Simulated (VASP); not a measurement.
# TiTe2: cell size and functional

Which functional gives which lattice for TiTe2? The starting structure is a measured crystal structure from the Crystallography Open Database. The first relaxation on each setting starts from this cell expanded by 3 % in volume.

Calculated with VASP 6.6.1; Kohn-Sham DFT with plane waves and PAW; PBEsol, LDA, PBE, PBEsol + D3(BJ), r2SCAN, PBEsol+U (Ti d 4 eV) and LDA+U (Ti d 4 eV).

### Step 1. Set-up

It takes space group P-3m1 (No. 164, trigonal). The conventional cell has a = 3.777 Å, b = 3.777 Å, c = 6.498 Å, α = 90.00°, β = 90.00°, γ = 120.00°. Nearest to Te lie 3 Ti at 2.77 Å. Ti has 6 Te at 2.77 Å nearest. Farther neighbours and most contacts between anions are not listed.

### Step 2. Relaxation with PBEsol

PBEsol restores the gradient expansion of exchange and is tuned for the cells of solids. This run starts from the cell of an earlier relaxation, which isn't shown; the restart sets up the plane waves anew.

The input, INCAR:

```
SYSTEM = TiTe2
PREC = Accurate
ENCUT = 450
EDIFF = 1E-06
NELM = 100
ISMEAR = 1
SIGMA = 0.15
LREAL = .FALSE.
ALGO = Normal
GGA = PS
NBANDS = 18
LORBIT = 11
LWAVE = .FALSE.
LCHARG = .FALSE.
KPAR = 4
IBRION = 2
NSW = 50
ISIF = 3
EDIFFG = -0.004
```

The input, POSCAR:

```
TiTe2
1.0
    3.6983793683      0.0000000000      0.0000000000
   -1.8491896841      3.2028904857      0.0000000000
    0.0000000000      0.0000000000      6.4281155074
Te Ti
2 1
Direct
    0.3333333333      0.6666666667      0.7320819132
    0.6666666667      0.3333333333      0.2679180868
    0.0000000000      0.0000000000      0.0000000000
```

The input, KPOINTS:

```
Automatic mesh
0
Gamma
12 12 6
0 0 0
```

The projector-augmented-wave data sets are Te and Ti_sv (PBE family, release 64).

Started as:

```bash
mpirun -np 4 vasp_std
```

Output:

```text
[banner, memory and clock lines left out]
running    4 mpi-ranks, on    1 nodes
 distrk:  each k-point on    1 cores,    4 groups
 distr:  one band on    1 cores,    1 groups

 POSCAR found type information on POSCAR TeTi
 POSCAR found :  2 types and       3 ions
|                                                                             |
|               ----> ADVICE to this user running VASP <----                  |
|                                                                             |
|     You enforced a specific xc type in the INCAR file but a different       |
|     [... a line on the potential file left out ...]
|     I HOPE YOU KNOW WHAT YOU ARE DOING!                                     |
|                                                                             |

 LDA part: xc-table for (Slater+PW92), standard interpolation
 POSCAR, INCAR and KPOINTS ok, starting setup
 FFT: planning ... GRIDC
 FFT: planning ... GRID_SOFT
 FFT: planning ... GRID
 WAVECAR not read
 entering main loop
       N       E                     dE             d eps       ncg     rms          rms(c)
DAV:   1     0.166400498968E+03    0.16640E+03   -0.10089E+04  3600   0.112E+03
DAV:   2    -0.435828623216E+01   -0.17076E+03   -0.16687E+03  3832   0.296E+02
DAV:   3    -0.191903978424E+02   -0.14832E+02   -0.14554E+02  5496   0.824E+01
DAV:   4    -0.196750373663E+02   -0.48464E+00   -0.48311E+00  4550   0.141E+01
DAV:   5    -0.196933608393E+02   -0.18323E-01   -0.18317E-01  5464   0.265E+00    0.127E+01
DAV:   6    -0.195522406921E+02    0.14112E+00   -0.35298E+01  4226   0.392E+01    0.128E+01
DAV:   7    -0.177687336282E+02    0.17835E+01   -0.25827E+01  4538   0.313E+01    0.513E+00
DAV:   8    -0.175408370798E+02    0.22790E+00   -0.13733E+00  4180   0.855E+00    0.175E+00
DAV:   9    -0.175511910113E+02   -0.10354E-01   -0.17780E-01  4876   0.273E+00    0.137E+00
DAV:  10    -0.175418125446E+02    0.93785E-02   -0.20182E-01  4366   0.332E+00    0.798E-01
DAV:  11    -0.175383065573E+02    0.35060E-02   -0.34769E-02  4214   0.139E+00    0.344E-01
DAV:  12    -0.175381703726E+02    0.13618E-03   -0.34825E-03  4334   0.425E-01    0.216E-01
DAV:  13    -0.175380789341E+02    0.91439E-04   -0.38256E-04  4370   0.150E-01    0.382E-02
DAV:  14    -0.175380802163E+02   -0.12822E-05   -0.11788E-05  4236   0.276E-02    0.309E-02
DAV:  15    -0.175380766206E+02    0.35957E-05   -0.10776E-05  4424   0.259E-02    0.695E-03
DAV:  16    -0.175380763405E+02    0.28009E-06   -0.14152E-06  2296   0.721E-03
   1 F= -.17538076E+02 E0= -.17538555E+02  d E =-.175381E+02
[... from here on, the cycles between the ionic steps are left out ...]
   2 F= -.17538079E+02 E0= -.17538557E+02  d E =-.253254E-05
   3 F= -.17538080E+02 E0= -.17538559E+02  d E =-.402504E-05
   4 F= -.17538080E+02 E0= -.17538559E+02  d E =-.393180E-05
   5 F= -.17538079E+02 E0= -.17538558E+02  d E =-.296795E-05
   6 F= -.17538080E+02 E0= -.17538559E+02  d E =-.343091E-05
   7 F= -.17538079E+02 E0= -.17538558E+02  d E =-.299367E-05
   8 F= -.17538079E+02 E0= -.17538558E+02  d E =-.304575E-05
 curvature:  -0.01 expect dE=-0.321E-07 dE for cont linesearch -0.564E-08
 ZBRENT: accuracy reached
 trial: gam=-0.00460 g(F)=  0.256E-05 g(S)=  0.568E-07 ort = 0.269E-05 (trialstep = 0.862E+00)
 search vector abs. value=  0.259E-05
 bond charge predicted
       N       E                     dE             d eps       ncg     rms          rms(c)
DAV:   1    -0.175380818736E+02   -0.24756E-05   -0.53031E-05  3684   0.475E-02    0.760E-03
DAV:   2    -0.175380823510E+02   -0.47740E-06   -0.18912E-05  4058   0.314E-02    0.726E-03
DAV:   3    -0.175380812421E+02    0.11089E-05   -0.76500E-06  3196   0.183E-02    0.171E-03
DAV:   4    -0.175380811421E+02    0.10004E-06   -0.21644E-07  1840   0.396E-03
   9 F= -.17538081E+02 E0= -.17538560E+02  d E =-.175580E-05
 ZBRENT: can't locate minimum, use default step
 trial-energy change:   -0.000002  1 .order   -0.000002   -0.000002   -0.000002
 step:   3.4492(harm=  4.2599)  dis= 0.00085  next Energy=   -17.538085 (dE=-0.554E-05)
 reached required accuracy - stopping structural energy minimisation
```

Run time: 2.1 min. Hardware: 4 MPI ranks of AMD EPYC 7R43, shared host; peak memory 0.96 GiB.

The logs omit lines about the potential files and the build; timing stands in the text.

OUTCAR, selected parts (step 2):

```text
ion  position               nearest neighbor table
   1  0.333  0.667  0.732-   3 2.74   3 2.74   3 2.74   2 3.67   2 3.67   2 3.67
   2  0.667  0.333  0.268-   3 2.74   3 2.74   3 2.74   1 3.67   1 3.67   1 3.67
   3  0.000  0.000  0.000-   1 2.74   2 2.74   1 2.74   2 2.74   2 2.74   1 2.74

  LATTYP: Found a hexagonal cell.
 ALAT       =     3.6983793683
 C/A-ratio  =     1.7380898137

 Subroutine GETGRP returns: Found 12 space group operations
 (whereof 12 operations were pure point group operations)

The static configuration has the point symmetry D_3d.

 Found    100 irreducible k-points:

   k-points           NKPTS =    100   k-points in BZ     NKDIM =    100   number of bands    NBANDS=     18

   dimension x,y,z NGX =    28 NGY =   28 NGZ =   48
   dimension x,y,z NGXF=    56 NGYF=   56 NGZF=   96

   ENCUT  =  450.0 eV  33.07 Ry    5.75 a.u.   6.40  6.40 11.12*2*pi/ulx,y,z

   NELECT =      24.0000    total number of electrons

 k-points in reciprocal lattice and weights: Automatic mesh
   0.00000000  0.00000000  0.00000000       0.001
   0.08333333 -0.00000000  0.00000000       0.007
   0.16666667  0.00000000  0.00000000       0.007
   0.25000000 -0.00000000  0.00000000       0.007
   0.33333333  0.00000000  0.00000000       0.007
   0.41666667  0.00000000  0.00000000       0.007
   0.50000000 -0.00000000  0.00000000       0.003
   0.08333333  0.08333333  0.00000000       0.007
   0.16666667  0.08333333  0.00000000       0.014
[...]
0.33333333  0.25000000  0.50000000       0.014
   0.33333333  0.33333333  0.50000000       0.002

 average (electrostatic) potential at core
       1 -86.6328       2 -86.6328       3 -73.8052

 E-fermi :   7.3558

 k-point     1 :       0.0000    0.0000    0.0000
  band No.  band energies     occupation
    ...
      5      -5.3832      2.00000
      6      -3.7421      2.00000
      7       1.7709      2.00000
      8       5.7415      2.00000
      9       5.7415      2.00000
     10       7.5832     -0.05387
     11       7.7846     -0.00040
     12       7.7846     -0.00040
     13       7.9928     -0.00000
     14       8.6411     -0.00000
    ...

 k-point     2 :       0.0833   -0.0000    0.0000
  band No.  band energies     occupation
    ...
      6      -3.6963      2.00000
      7       1.8717      2.00000
      8       5.5199      2.00000
      9       5.7529      2.00000
     10       7.2811      1.73763
     11       7.5591     -0.06651
     12       7.6186     -0.03266
     13       7.9319     -0.00000
     14       8.4851     -0.00000
     15       8.7262     -0.00000
    ...

 k-point     3 :       0.1667    0.0000    0.0000
  band No.  band energies     occupation
    ...
      7       2.1674      2.00000
      8       4.9695      2.00000
      9       5.7739      2.00000
     10       6.1255      2.00000
     11       7.1370      2.05890
     12       7.4714      0.03549
     13       7.5869     -0.05160
     14       8.4475     -0.00000
     15       8.7584     -0.00000
     16      10.2441     -0.00000
    ...

  Total       -0.0066908     -0.0066908     -0.0106367     -0.0000000      0.0000000     -0.0000000
  in kB       -0.1408265     -0.1408265     -0.2238784     -0.0000000      0.0000000     -0.0000000
  external PRESSURE =      -0.1685105 kB  Pullay stress =       0.0000000 kB

  energy-cutoff  :      450.00
  volume of cell :       76.12
      direct lattice vectors                 reciprocal lattice vectors
     3.698018853 -0.000000000  0.000000000     0.270415063  0.156124209 -0.000000000
    -1.849009426  3.202578270 -0.000000000     0.000000000  0.312248419  0.000000000
     0.000000000 -0.000000000  6.427433576    -0.000000000 -0.000000000  0.155583094

 POSITION                                       TOTAL-FORCE (eV/Angst)
 -----------------------------------------------------------------------------------
     -0.00000      2.13505      4.70514        -0.000000      0.000000     -0.003446
      1.84901      1.06753      1.72229         0.000000     -0.000000      0.003446
      0.00000     -0.00000      6.42743         0.000000      0.000000      0.000000
 -----------------------------------------------------------------------------------
    total drift:                               -0.000000     -0.000000      0.000000

  FREE ENERGIE OF THE ION-ELECTRON SYSTEM (eV)
  ---------------------------------------------------
  free  energy   TOTEN  =       -17.5380811421 eV

  energy  without entropy=      -17.5395187113  energy(sigma->0) =      -17.53856033

 reached required accuracy - stopping structural energy minimisation

 total charge
# of ion       s       p       d       tot
------------------------------------------
    1        1.385   1.991   0.044   3.420
    2        1.385   1.991   0.044   3.420
    3        2.171   6.129   1.912  10.211
--------------------------------------------------
tot          4.940  10.111   1.999  17.051

[... 3 further parts left out ...]
```

CONTCAR:

```
TiTe2
   1.00000000000000
     3.6980188527910265   -0.0000000000000056    0.0000000000000000
    -1.8490094263455228    3.2025782701107968   -0.0000000000000000
     0.0000000000000000   -0.0000000000000000    6.4274335757158951
  Te              Ti
     2     1
Direct
     0.3333333332999970    0.6666666667000030    0.7320402189186149
     0.6666666667000030    0.3333333332999970    0.2679597810813850
     0.0000000000000000    0.0000000000000000    1.0000000000000000
```

Logs of long relaxations may skip ionic steps without a mark.

This run has no spin polarisation, although Ti can carry a moment. The PAW data sets were made with PBE, which is usual practice but a small mismatch for other functionals. The run keeps the 12 symmetry operations of its start, so it cannot find a distortion of lower symmetry.

With PBEsol the relaxed cell holds 25.374 Å³ an atom, -5.18 % against the measured cell, with a = 3.698 Å and c = 6.427 Å. Pressures at 0.985 and 1.015 times this volume, from two more relaxations that aren't shown, give a bulk modulus of 37.6 GPa.

### Step 3. Relaxation with LDA

LDA, the lowest rung, knows the local density alone. This run starts from the cell of an earlier relaxation, which isn't shown; the restart sets up the plane waves anew.

Changes to INCAR since step 2:

```diff
@@ -9,3 +9,3 @@
 ALGO = Normal
-GGA = PS
+GGA = CA
 NBANDS = 18
```

The input, POSCAR:

```
TiTe2
1.0
    3.6678633011      0.0000000000      0.0000000000
   -1.8339316505      3.1764627963      0.0000000000
    0.0000000000      0.0000000000      6.3270816383
Te Ti
2 1
Direct
    0.3333333333      0.6666666667      0.7300409013
    0.6666666667      0.3333333333      0.2699590987
    0.0000000000      0.0000000000      0.0000000000
```

KPOINTS is that of step 2.

Potentials, in the order of the species: Te and Ti_sv (LDA family, release 64).

Started as:

```bash
mpirun -np 4 vasp_std
```

Output:

```text
[banner, memory and clock lines left out]
running    4 mpi-ranks, on    1 nodes
[...]
LDA part: xc-table for (Slater(with rela. corr.)+CA(PZ))
 , standard interpolation
 POSCAR, INCAR and KPOINTS ok, starting setup
[...]
entering main loop
       N       E                     dE             d eps       ncg     rms          rms(c)
DAV:   1     0.167248008182E+03    0.16725E+03   -0.10039E+04  3600   0.113E+03
DAV:   2    -0.538105885153E+01   -0.17263E+03   -0.16892E+03  3940   0.297E+02
DAV:   3    -0.197835693121E+02   -0.14403E+02   -0.14132E+02  5530   0.812E+01
DAV:   4    -0.202578422516E+02   -0.47427E+00   -0.47030E+00  4610   0.138E+01
[...]
DAV:  12    -0.183452695912E+02    0.32540E-03   -0.36995E-03  4342   0.428E-01    0.157E-01
DAV:  13    -0.183452301672E+02    0.39424E-04   -0.17866E-04  4382   0.108E-01    0.317E-02
DAV:  14    -0.183452300231E+02    0.14410E-06   -0.77447E-06  4290   0.205E-02
   1 F= -.18345230E+02 E0= -.18345668E+02  d E =-.183452E+02
[...]
DAV:   8    -0.183451711677E+02   -0.34198E-06   -0.72591E-07  2352   0.523E-03
   2 F= -.18345171E+02 E0= -.18345607E+02  d E =0.588554E-04
 trial-energy change:    0.000059  1 .order    0.000019   -0.000095    0.000133
 step:   0.2308(harm=  0.4167)  dis= 0.00000  next Energy=   -18.345241 (dE=-0.105E-04)
[...]
N       E                     dE             d eps       ncg     rms          rms(c)
DAV:   1    -0.183459141647E+02   -0.74334E-03   -0.13097E-02  3870   0.127E+00    0.232E-01
DAV:   2    -0.183461558388E+02   -0.24167E-03   -0.14788E-02  4888   0.930E-01    0.193E-01
DAV:   3    -0.183452601402E+02    0.89570E-03   -0.62605E-03  4438   0.492E-01    0.551E-02
DAV:   4    -0.183452215139E+02    0.38626E-04   -0.21335E-04  4386   0.121E-01    0.149E-02
DAV:   5    -0.183452244424E+02   -0.29284E-05   -0.24172E-05  5030   0.270E-02    0.181E-02
DAV:   6    -0.183452284685E+02   -0.40261E-05   -0.58083E-06  5208   0.142E-02    0.630E-03
DAV:   7    -0.183452295119E+02   -0.10434E-05   -0.30750E-06  4024   0.756E-03    0.345E-03
DAV:   8    -0.183452297094E+02   -0.19758E-06   -0.40479E-07  2154   0.403E-03
   3 F= -.18345230E+02 E0= -.18345668E+02  d E =0.313632E-06
[...]
reached required accuracy - stopping structural energy minimisation
```

The job ended after 79 s (4 MPI ranks; peak memory 0.86 GiB).

OUTCAR, selected parts (step 3):

```text
  Total        0.0078198      0.0078198      0.0080875      0.0000000      0.0000000     -0.0000000
  in kB        0.1700441      0.1700441      0.1758653      0.0000000      0.0000000     -0.0000000
  external PRESSURE =       0.1719845 kB  Pullay stress =       0.0000000 kB

 POSITION                                       TOTAL-FORCE (eV/Angst)
 -----------------------------------------------------------------------------------
     -0.00000      2.11732      4.61816         0.000000     -0.000000     -0.003372
      1.83365      1.05866      1.70773        -0.000000      0.000000      0.003372
     -0.00000      0.00000      0.00000        -0.000000      0.000000      0.000000
 -----------------------------------------------------------------------------------
    total drift:                               -0.000000      0.000000     -0.000000

  FREE ENERGIE OF THE ION-ELECTRON SYSTEM (eV)
  ---------------------------------------------------
  free  energy   TOTEN  =       -18.3452297094 eV

  energy  without entropy=      -18.3465453188  energy(sigma->0) =      -18.34566825

[... 2 parts as in an earlier step ...]

[... 2 further parts left out ...]
[key lines of the parts left out:]
E-fermi :   7.7355
```

With LDA the relaxed cell holds 24.560 Å³ an atom, -8.22 % against the measured cell, with a = 3.667 Å and c = 6.326 Å. That is -3.21 % from PBEsol. Pressures at 0.985 and 1.015 times this volume, from two more relaxations that aren't shown, give a bulk modulus of 43.8 GPa.

### Step 4. Relaxation with PBE

PBE, the usual starting point, adds the gradient of the density.

Changes to INCAR since step 3:

```diff
@@ -9,3 +9,3 @@
 ALGO = Normal
-GGA = CA
+GGA = PE
 NBANDS = 18
```

The input, POSCAR:

```
TiTe2
1.0
    3.8143984718      0.0000000000      0.0000000000
   -1.9071992359      3.3033659767      0.0000000000
    0.0000000000      0.0000000000      6.5623408181
Te Ti
2 1
Direct
    0.3333333333      0.6666666667      0.7372000000
    0.6666666667      0.3333333333      0.2628000000
    0.0000000000      0.0000000000      0.0000000000
```

KPOINTS is that of step 3.

The projector-augmented-wave data sets are Te and Ti_sv (PBE family, release 64).

Started as:

```bash
mpirun -np 4 vasp_std
```

Output:

```text
[banner, memory and clock lines left out]
running    4 mpi-ranks, on    1 nodes
[...]
LDA part: xc-table for (Slater+PW92), standard interpolation
 POSCAR, INCAR and KPOINTS ok, starting setup
[...]
entering main loop
       N       E                     dE             d eps       ncg     rms          rms(c)
DAV:   1     0.163856207119E+03    0.16386E+03   -0.99789E+03  3608   0.111E+03
DAV:   2    -0.350500448854E+01   -0.16736E+03   -0.16400E+03  3926   0.287E+02
DAV:   3    -0.181801371829E+02   -0.14675E+02   -0.14307E+02  5756   0.805E+01
DAV:   4    -0.186164575356E+02   -0.43632E+00   -0.43528E+00  4608   0.133E+01
[...]
DAV:  15    -0.162007390620E+02    0.12265E-04   -0.20619E-05  4460   0.326E-02    0.392E-02
DAV:  16    -0.162007332042E+02    0.58577E-05   -0.24926E-05  4684   0.324E-02    0.296E-03
DAV:  17    -0.162007333891E+02   -0.18487E-06   -0.60997E-07  2268   0.530E-03
   1 F= -.16200733E+02 E0= -.16200944E+02  d E =-.162007E+02
[... from here on, the cycles between the ionic steps are left out ...]
   2 F= -.16204891E+02 E0= -.16205122E+02  d E =-.415740E-02
   3 F= -.16206514E+02 E0= -.16206735E+02  d E =-.578016E-02
   4 F= -.16208345E+02 E0= -.16208633E+02  d E =-.183186E-02
   5 F= -.16210504E+02 E0= -.16211087E+02  d E =-.399071E-02
   6 F= -.16211950E+02 E0= -.16212541E+02  d E =-.144560E-02
   7 F= -.16213501E+02 E0= -.16214094E+02  d E =-.299696E-02
   8 F= -.16212446E+02 E0= -.16212988E+02  d E =0.105527E-02
   9 F= -.16213747E+02 E0= -.16214325E+02  d E =-.246023E-03
  10 F= -.16213747E+02 E0= -.16214325E+02  d E =-.245937E-03
  11 F= -.16213746E+02 E0= -.16214325E+02  d E =-.244987E-03
  12 F= -.16213747E+02 E0= -.16214326E+02  d E =-.245813E-03
  13 F= -.16213793E+02 E0= -.16214381E+02  d E =-.457065E-04
  14 F= -.16213818E+02 E0= -.16214416E+02  d E =-.709395E-04
  15 F= -.16213680E+02 E0= -.16214305E+02  d E =0.137934E-03
  16 F= -.16213830E+02 E0= -.16214435E+02  d E =-.118685E-04
  17 F= -.16213830E+02 E0= -.16214434E+02  d E =-.116748E-04
[...]
reached required accuracy - stopping structural energy minimisation
```

Elapsed: 7.7 min, on 4 MPI ranks; peak memory 1 GiB; 31 min of CPU time.

From OUTCAR (step 4):

```text
  Total       -0.0113705     -0.0113705      0.0062003      0.0000000      0.0000000     -0.0000000
  in kB       -0.2179182     -0.2179182      0.1188296      0.0000000      0.0000000     -0.0000000
  external PRESSURE =      -0.1056689 kB  Pullay stress =       0.0000000 kB

 POSITION                                       TOTAL-FORCE (eV/Angst)
 -----------------------------------------------------------------------------------
     -0.00000      2.17877      5.05204        -0.000000     -0.000000     -0.000463
      1.88687      1.08939      1.72625         0.000000      0.000000      0.000463
      0.00000      0.00000      0.00000         0.000000      0.000000     -0.000000
 -----------------------------------------------------------------------------------
    total drift:                                0.000000      0.000000     -0.000000

  FREE ENERGIE OF THE ION-ELECTRON SYSTEM (eV)
  ---------------------------------------------------
  free  energy   TOTEN  =       -16.2138296453 eV

  energy  without entropy=      -16.2156416733  energy(sigma->0) =      -16.21443365

[... 2 parts as in an earlier step ...]

[... 2 further parts left out ...]
[key lines of the parts left out:]
E-fermi :   6.3585
```

With PBE the relaxed cell holds 27.866 Å³ an atom, +4.13 % against the measured cell, with a = 3.774 Å and c = 6.778 Å. That is +9.82 % from PBEsol. Pressures at 0.985 and 1.015 times this volume, from two more relaxations that aren't shown, give a bulk modulus of 14.7 GPa.

(Part 1 of 2 ends here.)

[Lines on the potential files, build, host, timing and source positions are cut from VASP's logs without a mark.]

[Logs are printed without paths, hosts, clocks, repeated set-up lines and the standing remarks that a program may print on its own settings, such as how far it seeks lower states.]

[Hosts, paths, dates, database ids (printed as entryN), source tags and the programs' standing remarks are cut or masked in the printed files.]
